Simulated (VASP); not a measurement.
Crystal: AlIn7.

```xyz
8
Lattice="6.3187 0.0000 0.0000 0.0000 6.3187 0.0000 0.0000 0.0000 6.3187" Properties=species:S:1:pos:R:3 pbc="T T T"
Al    0.0000    0.0000    0.0000
In    1.5962    1.5962    1.5962
In    0.0000    3.1594    3.1594
In    3.1594    3.1594    0.0000
In    3.1594    0.0000    3.1594
In    4.7225    1.5962    4.7225
In    4.7225    4.7225    1.5962
In    1.5962    4.7225    4.7225
```

The cell was built by a generator and needn't be a form met in nature.

```yaml
Program: VASP 6.6.1
Task: relaxation of cell and atoms
Functional: PBE
Potentials_or_basis: VASP PAW PBE potentials, release 64 (Al, In_d)
Cutoff: 520 eV
k_mesh: 3 × 3 × 3
Occupations: gaussian, width 0.15 eV
Spin: no spin polarisation
```

At the start: pressure 5.6 GPa; volume 31.54 Å³/atom.

Problem. Where does the relaxation end?

Solution. Over 12 steps the energy falls by 128.0 meV/atom and the volume is 37.80 Å³/atom (+19.9 %); space group P-43m (No. 215, to 0.05 Å).

Step by step:
```csv
step,energy change (eV),largest force (eV/Å),pressure (GPa),volume (Å³)
1,0.0000,0.7200,5.58,252.28
2,-0.7602,0.4402,1.26,294.55
3,-0.7615,0.3957,-0.88,312.83
4,-0.7792,0.4507,0.66,306.62
5,-0.7715,0.3687,-1.32,310.03
6,-0.7762,0.4740,-0.35,308.08
7,-0.8230,0.3742,-0.69,307.31
8,-0.9506,0.3034,-0.22,305.03
9,-0.9798,0.3770,0.64,300.51
10,-1.0174,0.1276,-0.28,303.06
11,-1.0219,0.1108,-0.10,301.87
12,-1.0239,0.0385,-0.08,302.38
```

Final structure:
```
Al In
1.0
     6.71201    0.00000    0.00000
     0.00000    6.71201    0.00000
     0.00000    0.00000    6.71201
Al In
1 7
Direct
  0.00000 0.00000 0.00000
  0.23153 0.23153 0.23153
  0.00000 0.50000 0.50000
  0.50000 0.50000 0.00000
  0.50000 0.00000 0.50000
  0.76847 0.23153 0.76847
  0.76847 0.76847 0.23153
  0.23153 0.76847 0.76847
```

Caveat: the volume moved by over 15 % at a fixed basis, so the end points are rough.
